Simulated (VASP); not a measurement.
Crystal: Mg4Sn.

```xyz
5
Lattice="-3.3130 3.3130 3.3130 3.3130 -3.3130 3.3130 3.3130 3.3130 -3.3130" Properties=species:S:1:pos:R:3 pbc="T T T"
Mg    1.6565    1.6565   -1.6565
Mg   -1.6565    1.6565    1.6565
Mg    1.6565   -1.6565    1.6565
Mg    1.6565    1.6565    1.6565
Sn    0.0000    0.0000    0.0000
```

The cell was built by a generator and needn't be a form met in nature.

The cell isn't the ideal one: species swapped into the Hg4Pt type (Im-3m, No. 229).

| Property | Result |
| --- | --- |
| Program | VASP 6.6.1 |
| Task | relaxation of cell and atoms |
| Functional | PBE |
| Potentials or basis | VASP PAW PBE potentials, release 64 (Mg, Sn_d) |
| Cutoff | 600 eV |
| k mesh | 8 × 8 × 8 |
| Occupations | gaussian, width 0.1 eV |
| Spin | no spin polarisation |

At the start: pressure 0.9 GPa; volume 29.09 Å³/atom.

**Question.** Where does the relaxation end?

**Answer.** Over 3 steps the energy falls by 2.2 meV/atom and the volume is 30.01 Å³/atom (+3.1 %); space group Im-3m (No. 229, to 0.05 Å).

The path:
```csv
step,energy change (eV),largest force (eV/Å),pressure (GPa),volume (Å³)
1,0.0000,0.0000,0.87,145.46
2,-0.0105,0.0000,0.18,148.80
3,-0.0109,0.0000,-0.05,150.03
```

Final structure:
```yaml
crystal:
  lattice:
    - [-3.34741, 3.34741, 3.34741]
    - [3.34741, -3.34741, 3.34741]
    - [3.34741, 3.34741, -3.34741]
  atoms:
    - { symbol: Mg, position: [0.00000, 0.00000, 0.50000] }
    - { symbol: Mg, position: [0.50000, 0.00000, 0.00000] }
    - { symbol: Mg, position: [0.00000, 0.50000, 0.00000] }
    - { symbol: Mg, position: [0.50000, 0.50000, 0.50000] }
    - { symbol: Sn, position: [0.00000, 0.00000, 0.00000] }
```
